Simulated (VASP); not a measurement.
OSZICAR of a VASP run on AlGa3N4 (space group P-43m):

File OSZICAR:
```
       N       E                     dE             d eps       ncg     rms          rms(c)
DAV:   1     0.335948067932E+03    0.33595E+03   -0.99558E+00  1122   0.382E+01    0.244E+00
DAV:   2     0.334814229933E+03   -0.11338E+01   -0.86109E+00   980   0.345E+01    0.506E+00
DAV:   3     0.333936789617E+03   -0.87744E+00   -0.13113E+00   912   0.702E+00    0.596E+00
DAV:   4     0.334258731732E+03    0.32194E+00   -0.45984E-02   985   0.151E+00    0.561E+00
DAV:   5     0.339221479521E+03    0.49627E+01   -0.11539E+00   840   0.642E+00    0.240E+00
DAV:   6     0.340054411557E+03    0.83293E+00   -0.14150E-01   813   0.278E+00    0.208E+00
DAV:   7     0.340574077938E+03    0.51967E+00   -0.19606E-01   848   0.229E+00    0.166E+00
DAV:   8     0.341049587748E+03    0.47551E+00   -0.12433E-02   917   0.724E-01    0.128E+00
DAV:   9     0.341673279642E+03    0.62369E+00   -0.12341E-02   881   0.562E-01    0.582E-01
DAV:  10     0.341600455437E+03   -0.72824E-01   -0.24686E-03   875   0.414E-01    0.646E-01
DAV:  11     0.341663700688E+03    0.63245E-01   -0.65842E-04   918   0.254E-01    0.498E-01
DAV:  12     0.342020205402E+03    0.35650E+00   -0.97387E-03   812   0.703E-01    0.111E-01
DAV:  13     0.342037434014E+03    0.17229E-01   -0.10776E-03  1016   0.242E-01    0.835E-02
DAV:  14     0.342025050477E+03   -0.12384E-01   -0.76950E-05   874   0.745E-02    0.700E-02
DAV:  15     0.342076057235E+03    0.51007E-01   -0.46568E-04   965   0.167E-01    0.799E-02
DAV:  16     0.342076024166E+03   -0.33069E-04   -0.13553E-04  1091   0.707E-02    0.729E-02
DAV:  17     0.342054313267E+03   -0.21711E-01   -0.26038E-05   772   0.365E-02    0.475E-02
DAV:  18     0.342045455832E+03   -0.88574E-02   -0.15974E-05   764   0.259E-02    0.348E-02
DAV:  19     0.342046213612E+03    0.75778E-03   -0.18380E-06   655   0.133E-02    0.356E-02
DAV:  20     0.342034743880E+03   -0.11470E-01   -0.12325E-06   629   0.793E-03    0.155E-02
DAV:  21     0.342038754165E+03    0.40103E-02   -0.96662E-07   453   0.857E-03    0.182E-02
DAV:  22     0.342038358046E+03   -0.39612E-03   -0.35965E-07   415   0.468E-03    0.150E-02
DAV:  23     0.342037707893E+03   -0.65015E-03   -0.56142E-07   491   0.529E-03    0.815E-03
DAV:  24     0.342035707981E+03   -0.19999E-02   -0.34905E-07   410   0.422E-03    0.396E-04
DAV:  25     0.342035754800E+03    0.46820E-04   -0.16583E-07   400   0.313E-03    0.115E-03
DAV:  26     0.342036296768E+03    0.54197E-03   -0.65650E-08   410   0.216E-03    0.579E-04
DAV:  27     0.342036180179E+03   -0.11659E-03   -0.34918E-08   400   0.139E-03    0.914E-04
DAV:  28     0.342036191657E+03    0.11478E-04   -0.16748E-08   410   0.107E-03    0.532E-04
DAV:  29     0.342036280336E+03    0.88678E-04   -0.14116E-08   415   0.799E-04    0.205E-04
DAV:  30     0.342036118454E+03   -0.16188E-03   -0.55009E-09   410   0.609E-04    0.706E-05
DAV:  31     0.342036098236E+03   -0.20218E-04   -0.35857E-09   400   0.404E-04    0.632E-05
DAV:  32     0.342036059306E+03   -0.38929E-04   -0.14912E-09   400   0.319E-04    0.296E-05
DAV:  33     0.342036052012E+03   -0.72943E-05   -0.55307E-10   400   0.222E-04    0.235E-05
DAV:  34     0.342036039346E+03   -0.12665E-04   -0.28027E-10   400   0.123E-04    0.177E-05
DAV:  35     0.342036037530E+03   -0.18161E-05   -0.14840E-10   400   0.896E-05    0.200E-05
DAV:  36     0.342036031531E+03   -0.59994E-05   -0.11383E-10   400   0.732E-05    0.238E-05
DAV:  37     0.342036030396E+03   -0.11349E-05   -0.51983E-11   400   0.475E-05    0.142E-05
DAV:  38     0.342036027701E+03   -0.26951E-05   -0.22603E-11   385   0.393E-05    0.127E-05
DAV:  39     0.342036026423E+03   -0.12781E-05   -0.12624E-11   385   0.264E-05    0.909E-06
DAV:  40     0.342036028304E+03    0.18809E-05   -0.15220E-11   385   0.239E-05    0.475E-06
DAV:  41     0.342036027380E+03   -0.92325E-06   -0.22847E-12   385   0.174E-05
   1 F= 0.34203603E+03 E0= 0.34203603E+03  d E =-.338118E-12
       N       E                     dE             ncg
       N       E                     dE             ncg
       N       E                     dE             ncg
       N       E                     dE             ncg
       N       E                     dE             ncg
       N       E                     dE             ncg
       N       E                     dE             ncg
```

Task: Which electronic solver shows in the log?

Result: It is blocked Davidson (ALGO = Normal, or the opening steps of other solvers). The INCAR had ALGO = Normal.

Task: Can the final energy be trusted as converged?

Result: Self-consistency was reached. It stopped with EDIFF = 1E-6, NELM = 200 (modified Becke-Johnson potential (mBJ), plane waves, VASP's PBE PAW potentials (set 64)). mBJ is a potential without an energy functional, so only the levels count.

The structure comes from a computed database's AlGa3N4 entry (P-43m); how it stands against other phases isn't given here. It was relaxed first. The cell's shape comes from a PBE relaxation.
